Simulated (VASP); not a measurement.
Input:

```
CELL_PARAMETERS angstrom
      1.79344    -3.10633     0.00000
      1.79344     3.10633     0.00000
      0.00000     0.00000     4.86842
ATOMIC_POSITIONS crystal
  Pt 0.00000 0.00000 0.00000
  S  0.33333 0.66667 0.25079
  S  0.66667 0.33333 0.74921
```

The numbers are results of rev-vdW-DF2, VASP's PBE PAW potentials (set 64) (plane waves; VASP), not measurements. Settings: 520 eV cut-off, 8×8×5 Γ-centred mesh, tetrahedra with Blöchl corrections, potentials Pt S.

Estimate the energy per atom (σ→0).

energy per atom (σ→0): -3.597 eV/atom

The absolute energy has meaning only against runs of the same code, potentials and settings.

The compound is PtS2 in the 1T layered structure. It was relaxed first.
